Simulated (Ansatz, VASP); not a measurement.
# Ti (Titanium) in two plane-wave programs

Aim: how closely do two programs agree when they are given the same cell, functional and k mesh? The cell is taken from a series of runs on this material, whose earlier steps may have relaxed, scaled, displaced or heated it; both programs get it as it stands.

Method: plane waves, with VASP 6.6.1 beside it; zone-centre phonons at LDA, in Ansatz 0.2.0.

## Step 1: The starting structure

The structure is hexagonal, space group P6_3/mmc (No. 194). Conventional cell: a = 2.836 Å, b = 2.836 Å, c = 4.670 Å, α = 90.00°, β = 90.00°, γ = 120.00°. Nearest to Ti lie 12 Ti at 2.84 to 2.85 Å.

Structure file:

```
Ti
1.0
     2.83627    0.00000    0.00000
    -1.41813    2.45628    0.00000
     0.00000    0.00000    4.67001
Ti
2
Direct
  0.33333 0.66667 0.25000
  0.66667 0.33333 0.75000
```

## Step 2: VASP: zone-centre phonons, LDA

Second derivatives magnify differences that forces hide, and they need a tight electronic threshold.

Lines of VASP's logs that name or quote its potential files are left out, and so is its time.

Contents of INCAR:

```
SYSTEM = Ti
PREC = Accurate
ENCUT = 500
EDIFF = 1E-08
NELM = 120
ISMEAR = 1
SIGMA = 0.2
LREAL = .FALSE.
ALGO = Normal
GGA = CA
NBANDS = 18
LASPH = .TRUE.
LORBIT = 11
LWAVE = .FALSE.
LCHARG = .FALSE.
ISIF = 2
IBRION = 8
GGA_COMPAT = .FALSE.
KPAR = 2
```

Contents of POSCAR:

```
Ti
1.0
    2.8362694829      0.0000000000      0.0000000000
   -1.4181347415      2.4562814242      0.0000000000
    0.0000000000      0.0000000000      4.6700137949
Ti
2
Direct
    0.3333333046      0.6666666954      0.2500000000
    0.6666666954      0.3333333046      0.7500000000
```

Contents of KPOINTS:

```
Automatic mesh
0
Gamma
18 18 12
0 0 0
```

The projector-augmented-wave data sets are Ti_sv (LDA family, release 64).

Launch:

```sh
$ mpirun -np 2 vasp_std
```

Numbers of over 12 decimals in the logs are rounded to 6 here.

What it wrote:

```text
[banner, memory and clock lines left out]
running    2 mpi-ranks, on    1 nodes
 distrk:  each k-point on    1 cores,    2 groups
 distr:  one band on    1 cores,    1 groups

 POSCAR found type information on POSCAR Ti
 POSCAR found :  1 types and       2 ions
 LDA part: xc-table for (Slater(with rela. corr.)+CA(PZ))
 , standard interpolation
 POSCAR, INCAR and KPOINTS ok, starting setup
 FFT: planning ... GRIDC
 FFT: planning ... GRID_SOFT
 FFT: planning ... GRID
 WAVECAR not read
 entering main loop
       N       E                     dE             d eps       ncg     rms          rms(c)
DAV:   1     0.251923999610E+03    0.25192E+03   -0.12955E+04  9340   0.163E+03
DAV:   2     0.102405818277E+02   -0.24168E+03   -0.23853E+03  9498   0.450E+02
DAV:   3    -0.178550395536E+02   -0.28096E+02   -0.27751E+02 17420   0.126E+02
DAV:   4    -0.189711377260E+02   -0.11161E+01   -0.11143E+01 10622   0.262E+01
DAV:   5    -0.190235275813E+02   -0.52390E-01   -0.52380E-01 14404   0.408E+00    0.123E+01
DAV:   6    -0.170917624270E+02    0.19318E+01   -0.69263E+00 11024   0.275E+01    0.325E+00
DAV:   7    -0.170676566134E+02    0.24106E-01   -0.75777E-01 14222   0.640E+00    0.203E+00
DAV:   8    -0.170937247055E+02   -0.26068E-01   -0.22448E-01 10730   0.594E+00    0.731E-01
DAV:   9    -0.170848731900E+02    0.88515E-02   -0.48595E-02 11014   0.246E+00    0.805E-02
DAV:  10    -0.170853212590E+02   -0.44807E-03   -0.30479E-03 13616   0.368E-01    0.941E-02
DAV:  11    -0.170853447780E+02   -0.23519E-04   -0.21057E-04 11610   0.128E-01    0.399E-02
DAV:  12    -0.170853359118E+02    0.88662E-05   -0.37543E-05 11056   0.576E-02    0.527E-03
DAV:  13    -0.170853354187E+02    0.49306E-06   -0.29090E-06 13570   0.141E-02    0.239E-03
DAV:  14    -0.170853356668E+02   -0.24813E-06   -0.41996E-07 10756   0.567E-03    0.239E-04
DAV:  15    -0.170853356674E+02   -0.57616E-09   -0.37964E-08  8976   0.115E-03
   1 F= -.17085336E+02 E0= -.17086600E+02  d E =0.379421E-02
 Linear response reoptimize wavefunctions to high precision
DAV:   1    -0.170853356681E+02   -0.64392E-09   -0.19969E-09  7300   0.419E-04
DAV:   2    -0.170853356681E+02   -0.30468E-10   -0.25851E-10  5344   0.136E-04
 Linear response DOF=           2
 Linear response progress:
  Degree of freedom:   1/  2
       N       E                     dE             d eps       ncg     rms          rms(c)
 HAMIL_LR internal error: the vector H(1)-e(1) S(1) |phi(0)> is not orthogonal t
 o |phi(0)>         260           9  1.177164524039953E-004
 HAMIL_LR internal error: the vector H(1)-e(1) S(1) |phi(0)> is not orthogonal t
 o |phi(0)>         262           9  1.172051946136546E-004
 HAMIL_LR internal error: the vector H(1)-e(1) S(1) |phi(0)> is not orthogonal t
 o |phi(0)>         264           9  1.162642244592585E-004
 HAMIL_LR internal error: the vector H(1)-e(1) S(1) |phi(0)> is not orthogonal t
 o |phi(0)>         266           9  1.147248397538551E-004
 HAMIL_LR internal error: the vector H(1)-e(1) S(1) |phi(0)> is not orthogonal t
 o |phi(0)>         268           9  1.122959533206790E-004
 HAMIL_LR internal error: the vector H(1)-e(1) S(1) |phi(0)> is not orthogonal t
 o |phi(0)>         270           9  1.082255874396768E-004
 HAMIL_LR internal error: the vector H(1)-e(1) S(1) |phi(0)> is not orthogonal t
 o |phi(0)>         272           9  1.007960872053543E-004
 HAMIL_LR internal error: the vector H(1)-e(1) S(1) |phi(0)> is not orthogonal t
 o |phi(0)>         278           9  1.165568350505808E-004
 HAMIL_LR internal error: the vector H(1)-e(1) S(1) |phi(0)> is not orthogonal t
 o |phi(0)>         280           9  1.157576711798038E-004
 HAMIL_LR internal error: the vector H(1)-e(1) S(1) |phi(0)> is not orthogonal t
 o |phi(0)>         282           9  1.131919319519038E-004
 HAMIL_LR internal error: the vector H(1)-e(1) S(1) |phi(0)> is not orthogonal t
 o |phi(0)>         285           9  1.144100115366160E-004
 HAMIL_LR internal error: the vector H(1)-e(1) S(1) |phi(0)> is not orthogonal t
 o |phi(0)>         287           9  1.070565435724551E-004
 HAMIL_LR internal error: the vector H(1)-e(1) S(1) |phi(0)> is not orthogonal t
 o |phi(0)>         290           9  1.123255825473748E-004
 HAMIL_LR internal error: the vector H(1)-e(1) S(1) |phi(0)> is not orthogonal t
 o |phi(0)>         295           9  1.090751759316548E-004
 HAMIL_LR internal error: the vector H(1)-e(1) S(1) |phi(0)> is not orthogonal t
 o |phi(0)>         300           9  1.035403709330057E-004
 HAMIL_LR internal error: the vector H(1)-e(1) S(1) |phi(0)> is not orthogonal t
 o |phi(0)>         315           9  1.117844480082158E-004
 HAMIL_LR internal error: the vector H(1)-e(1) S(1) |phi(0)> is not orthogonal t
 o |phi(0)>         317           9  1.096315408079147E-004
 HAMIL_LR internal error: the vector H(1)-e(1) S(1) |phi(0)> is not orthogonal t
 o |phi(0)>         319           9  1.045620839372190E-004
 HAMIL_LR internal error: the vector H(1)-e(1) S(1) |phi(0)> is not orthogonal t
[...]
o |phi(0)>         920           9  2.124868485455719E-004
 HAMIL_LR internal error: the vector H(1)-e(1) S(1) |phi(0)> is not orthogonal t
 o |phi(0)>         920          10  1.965991074661944E-004
 HAMIL_LR internal error: the vector H(1)-e(1) S(1) |phi(0)> is not orthogonal t
 o |phi(0)>         935           9  1.442644734904741E-004
[...]
o |phi(0)>        1024           9  2.223927753407899E-004
 HAMIL_LR internal error: the vector H(1)-e(1) S(1) |phi(0)> is not orthogonal t
 o |phi(0)>        1026           9  2.151390950931725E-004
 HAMIL_LR internal error: the vector H(1)-e(1) S(1) |phi(0)> is not orthogonal t
 o |phi(0)>        1028           9  2.009533343751771E-004
 HAMIL_LR internal error: the vector H(1)-e(1) S(1) |phi(0)> is not orthogonal t
 o |phi(0)>        1030          10  1.769087742613876E-004
 HAMIL_LR internal error: the vector H(1)-e(1) S(1) |phi(0)> is not orthogonal t
 o |phi(0)>        1032          10  1.477112655490775E-004
 HAMIL_LR internal error: the vector H(1)-e(1) S(1) |phi(0)> is not orthogonal t
 o |phi(0)>        1041          10  1.074069575890645E-004
 HAMIL_LR internal error: the vector H(1)-e(1) S(1) |phi(0)> is not orthogonal t
 o |phi(0)>        1034          10  1.245034687401003E-004
 HAMIL_LR internal error: the vector H(1)-e(1) S(1) |phi(0)> is not orthogonal t
 o |phi(0)>        1036          10  1.116545327532470E-004
 HAMIL_LR internal error: the vector H(1)-e(1) S(1) |phi(0)> is not orthogonal t
 o |phi(0)>        1038           9  1.077253700831303E-004
 HAMIL_LR internal error: the vector H(1)-e(1) S(1) |phi(0)> is not orthogonal t
 o |phi(0)>        1047           9  2.048370339268260E-004
 HAMIL_LR internal error: the vector H(1)-e(1) S(1) |phi(0)> is not orthogonal t
 o |phi(0)>        1040           9  2.212186405133564E-004
 HAMIL_LR internal error: the vector H(1)-e(1) S(1) |phi(0)> is not orthogonal t
 o |phi(0)>        1049          10  1.840311814192974E-004
 HAMIL_LR internal error: the vector H(1)-e(1) S(1) |phi(0)> is not orthogonal t
 o |phi(0)>        1042           9  2.156927404611611E-004
 HAMIL_LR internal error: the vector H(1)-e(1) S(1) |phi(0)> is not orthogonal t
 o |phi(0)>        1044          10  2.082984764105456E-004
 HAMIL_LR internal error: the vector H(1)-e(1) S(1) |phi(0)> is not orthogonal t
 o |phi(0)>        1046          10  1.029400565909777E-004
 HAMIL_LR internal error: the vector H(1)-e(1) S(1) |phi(0)> is not orthogonal t
 o |phi(0)>        1057          10  1.574330240437516E-004
 HAMIL_LR internal error: the vector H(1)-e(1) S(1) |phi(0)> is not orthogonal t
 o |phi(0)>        1059           9  1.021571044534930E-004
 HAMIL_LR internal error: the vector H(1)-e(1) S(1) |phi(0)> is not orthogonal t
 o |phi(0)>        1052           9  1.853604280204479E-004
 HAMIL_LR internal error: the vector H(1)-e(1) S(1) |phi(0)> is not orthogonal t
 o |phi(0)>        1054          10  1.464261793173993E-004
 HAMIL_LR internal error: the vector H(1)-e(1) S(1) |phi(0)> is not orthogonal t
 o |phi(0)>        1067          10  1.129790635320260E-004
 HAMIL_LR internal error: the vector H(1)-e(1) S(1) |phi(0)> is not orthogonal t
 o |phi(0)>        1062          10  1.304785360917715E-004
 HAMIL_LR internal error: the vector H(1)-e(1) S(1) |phi(0)> is not orthogonal t
 o |phi(0)>        1077           9  1.986487393520336E-004
 HAMIL_LR internal error: the vector H(1)-e(1) S(1) |phi(0)> is not orthogonal t
 o |phi(0)>        1079           9  1.820462014130997E-004
 HAMIL_LR internal error: the vector H(1)-e(1) S(1) |phi(0)> is not orthogonal t
 o |phi(0)>        1072          10  1.051634042599781E-004
 HAMIL_LR internal error: the vector H(1)-e(1) S(1) |phi(0)> is not orthogonal t
 o |phi(0)>        1081          10  1.680183498896093E-004
 HAMIL_LR internal error: the vector H(1)-e(1) S(1) |phi(0)> is not orthogonal t
 o |phi(0)>        1089          10  1.290147458403793E-004
 HAMIL_LR internal error: the vector H(1)-e(1) S(1) |phi(0)> is not orthogonal t
 o |phi(0)>        1084          10  1.570232515231418E-004
 HAMIL_LR internal error: the vector H(1)-e(1) S(1) |phi(0)> is not orthogonal t
 o |phi(0)>        1086           9  1.246215031638076E-004
 HAMIL_LR internal error: the vector H(1)-e(1) S(1) |phi(0)> is not orthogonal t
 o |phi(0)>        1094          10  1.081465594328646E-004
 HAMIL_LR internal error: the vector H(1)-e(1) S(1) |phi(0)> is not orthogonal t
 o |phi(0)>        1106          10  1.450233635159476E-004
 HAMIL_LR internal error: the vector H(1)-e(1) S(1) |phi(0)> is not orthogonal t
 o |phi(0)>        1108          10  1.180475366607397E-004
RMM:  25    -0.517455221250E+00   -0.11382E-08   -0.44520E-07111503   0.168E-04    0.882E-06
 first order change of Fermi-energy   0.43335E-04
 force on displaced ion       1 direction 1 :  -1.050  -0.001   0.000
 Linear response progress:
  Degree of freedom:   2/  2
       N       E                     dE             d eps       ncg     rms          rms(c)
RMM:   1    -0.678616470352E+00   -0.67862E+00    0.30820E+01 14260   0.138E+02
RMM:   2    -0.645729057453E+00    0.32887E-01   -0.33363E-01 26091   0.469E+00    0.294E-01
RMM:   3    -0.643362544878E+00    0.23665E-02   -0.24888E-02 28554   0.131E+00    0.130E-01
RMM:   4    -0.644830817028E+00   -0.14683E-02   -0.10681E-02 32670   0.582E-01    0.607E-02
RMM:   5    -0.645250367583E+00   -0.41955E-03   -0.17521E-03 30831   0.234E-01    0.194E-02
RMM:   6    -0.645910358845E+00   -0.65999E-03   -0.75391E-04 35210   0.120E-01    0.107E-02
RMM:   7    -0.646291404769E+00   -0.38105E-03   -0.13399E-04 34497   0.534E-02    0.656E-03
RMM:   8    -0.646811319570E+00   -0.51991E-03   -0.50172E-05 31691   0.315E-02    0.219E-03
RMM:   9    -0.646810331574E+00    0.98800E-06   -0.23239E-05 35336   0.163E-02    0.822E-04
RMM:  10    -0.646784015182E+00    0.26316E-04   -0.91231E-06 34256   0.886E-03    0.326E-04
RMM:  11    -0.646790538290E+00   -0.65231E-05   -0.91554E-06 36510   0.523E-03    0.221E-04
RMM:  12    -0.646795984929E+00   -0.54466E-05   -0.51791E-06 34431   0.324E-03    0.916E-05
RMM:  13    -0.646800361754E+00   -0.43768E-05   -0.33231E-06 35540   0.220E-03    0.104E-04
RMM:  14    -0.646797692219E+00    0.26695E-05   -0.26617E-06 35031   0.150E-03    0.253E-05
RMM:  15    -0.646798002344E+00   -0.31013E-06   -0.24064E-06 36452   0.111E-03    0.281E-05
RMM:  16    -0.646798059336E+00   -0.56992E-07   -0.24147E-06 35993   0.841E-04    0.368E-05
RMM:  17    -0.646797814381E+00    0.24496E-06   -0.11920E-06 35504   0.679E-04    0.415E-05
RMM:  18    -0.646797950919E+00   -0.13654E-06   -0.13296E-06 35024   0.572E-04    0.416E-05
RMM:  19    -0.646798082002E+00   -0.13108E-06   -0.53485E-07 34773   0.498E-04    0.387E-05
 first order change of Fermi-energy  -0.26695E-03
 force on displaced ion       1 direction 3 :   0.000   0.000  -3.299
 Linear response finished
```

OUTCAR, selected parts (step 2):

```text
ion  position               nearest neighbor table
   1  0.333  0.667  0.250-   2 2.85   2 2.85   2 2.85   2 2.85   2 2.85   2 2.85
   2  0.667  0.333  0.750-   1 2.85   1 2.85   1 2.85   1 2.85   1 2.85   1 2.85

  LATTYP: Found a hexagonal cell.
 ALAT       =     2.8362694829
 C/A-ratio  =     1.6465338795

 Subroutine GETGRP returns: Found 24 space group operations
 (whereof 12 operations were pure point group operations)

The static configuration has the point symmetry D_3d.
 The point group associated with its full space group is D_6h.

 Found    259 irreducible k-points:

   k-points           NKPTS =    259   k-points in BZ     NKDIM =    259   number of bands    NBANDS=     18

   dimension x,y,z NGX =    24 NGY =   24 NGZ =   36
   dimension x,y,z NGXF=    48 NGYF=   48 NGZF=   72

   ENCUT  =  500.0 eV  36.75 Ry    6.06 a.u.   5.17  5.17  8.51*2*pi/ulx,y,z

   NELECT =      24.0000    total number of electrons

 k-points in reciprocal lattice and weights: Automatic mesh
   0.00000000  0.00000000  0.00000000       0.000
   0.05555556  0.00000000  0.00000000       0.002
   0.11111111  0.00000000  0.00000000       0.002
   0.16666667 -0.00000000  0.00000000       0.002
   0.22222222  0.00000000  0.00000000       0.002
   0.27777778  0.00000000  0.00000000       0.002
   0.33333333  0.00000000  0.00000000       0.002
   0.38888889 -0.00000000  0.00000000       0.002
   0.44444444  0.00000000  0.00000000       0.002
[...]
0.33333333  0.27777778  0.50000000       0.003
   0.33333333  0.33333333  0.50000000       0.001

 average (electrostatic) potential at core
       1 -71.7112       2 -71.7112

  Total       -0.0461043     -0.0461043     -0.8881477      0.0000000      0.0000000      0.0000000
  in kB       -2.2704313     -2.2704313    -43.7373026      0.0000000      0.0000000      0.0000000
  external PRESSURE =     -16.0927217 kB  Pullay stress =       0.0000000 kB

  energy-cutoff  :      500.00
  volume of cell :       32.53
      direct lattice vectors                 reciprocal lattice vectors
     2.836269483  0.000000000  0.000000000     0.352575806  0.203559737  0.000000000
    -1.418134742  2.456281424  0.000000000     0.000000000  0.407119473  0.000000000
     0.000000000  0.000000000  4.670013795     0.000000000  0.000000000  0.214132130

 POSITION                                       TOTAL-FORCE (eV/Angst)
 -----------------------------------------------------------------------------------
     -0.00000      1.63752      1.16750         0.000000     -0.000000      0.000000
      1.41813      0.81876      3.50251        -0.000000      0.000000      0.000000
 -----------------------------------------------------------------------------------
    total drift:                               -0.000078      0.000045     -0.000002

 Eigenvectors and eigenvalues of the dynamical matrix
 ----------------------------------------------------

   1 f  =    5.803615 THz    36.465191 2PiTHz  193.587770 cm-1    24.001814 meV
             X         Y         Z           dx          dy          dz
     -0.000000  1.637521  1.167503     0.000000    0.000000    0.707107
      1.418135  0.818760  3.502510    -0.000000    0.000000   -0.707107

   2 f  =    3.273997 THz    20.571127 2PiTHz  109.208772 cm-1    13.540156 meV
             X         Y         Z           dx          dy          dz
     -0.000000  1.637521  1.167503    -0.348175    0.615446   -0.000000
      1.418135  0.818760  3.502510     0.348175   -0.615446   -0.000000

   3 f  =    3.273997 THz    20.571127 2PiTHz  109.208772 cm-1    13.540156 meV
             X         Y         Z           dx          dy          dz
     -0.000000  1.637521  1.167503    -0.615446   -0.348175    0.000000
      1.418135  0.818760  3.502510     0.615446    0.348175    0.000000

   4 f  =    0.000000 THz     0.000000 2PiTHz    0.000002 cm-1     0.000000 meV
             X         Y         Z           dx          dy          dz
     -0.000000  1.637521  1.167503    -0.000000    0.457596    0.539078
      1.418135  0.818760  3.502510    -0.000000    0.457596    0.539078

   5 f  =    0.000000 THz     0.000000 2PiTHz    0.000002 cm-1     0.000000 meV
             X         Y         Z           dx          dy          dz
     -0.000000  1.637521  1.167503    -0.000001    0.539078   -0.457596
      1.418135  0.818760  3.502510    -0.000001    0.539078   -0.457596

   6 f/i=    0.000000 THz     0.000000 2PiTHz    0.000000 cm-1     0.000000 meV
             X         Y         Z           dx          dy          dz
     -0.000000  1.637521  1.167503     0.707107    0.000001   -0.000001
      1.418135  0.818760  3.502510     0.707107    0.000001   -0.000001

 ELASTIC MODULI CONTR FROM IONIC RELAXATION (kBar)
 Direction    XX          YY          ZZ          XY          YZ          ZX
 --------------------------------------------------------------------------------
 XX        -119.0420    119.0420     -0.0000      0.0000      0.0000      0.0000
 YY         119.0420   -119.0420      0.0000      0.0000      0.0000     -0.0000
 ZZ          -0.0000      0.0000     -0.0000     -0.0000      0.0000      0.0000
 XY           0.0000      0.0000     -0.0000   -119.0420      0.0000      0.0000
 YZ           0.0000      0.0000      0.0000      0.0000      0.0000      0.0000
 ZX           0.0000     -0.0000      0.0000      0.0000      0.0000     -0.0000
 --------------------------------------------------------------------------------
```

(Part 1 of 2 ends here.)

[Lines on the potential files, build, host, timing and source positions are cut from VASP's logs without a mark.]

[Logs are printed without paths, hosts, clocks, repeated set-up lines and the standing remarks that a program may print on its own settings, such as how far it seeks lower states.]

[Hosts, paths, dates, database ids (printed as entryN), source tags and the programs' standing remarks are cut or masked in the printed files.]
